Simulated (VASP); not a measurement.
Input:

```xyz
2
Lattice="4.5464 -2.2371 0.1451 4.5464 2.2371 0.1451 3.3281 0.0000 3.8235" Properties=species:S:1:pos:R:3 pbc="T T T"
Sb     2.8088     0.0000     0.9303
Sb     9.6121     0.0000     3.1835
```

Computed with vdW-DF2, VASP's PBE PAW potentials (set 64) (plane waves; VASP). Run with 520 eV cut-off, Gaussian smearing of 0.050 eV, potentials Sb.

Problem. Give the energies of bands 2 to 8 at the high-symmetry points, in eV from the Fermi level.

Solution. 
```tsv
band	Γ	T	H2	L	S0	F
2	-6.01	-7.94	-8.58	-8.81	-8.78	-8.14
3	-1.86	-1.10	-3.77	-2.18	-4.00	-4.04
4	-1.35	-1.10	-3.60	-1.93	-2.49	-2.83
5	-1.35	-0.56	-1.10	-0.55	-2.44	-2.69
6	1.35	0.87	0.96	-0.08	2.13	1.79
7	2.08	0.87	3.78	0.53	2.40	3.61
8	2.08	1.09	3.90	1.29	4.32	4.77
```

It has no gap at this level: it comes out as a metal or semimetal.

The compound is Sb in the a7 structure. It was relaxed first, which changed the volume by +25 %.
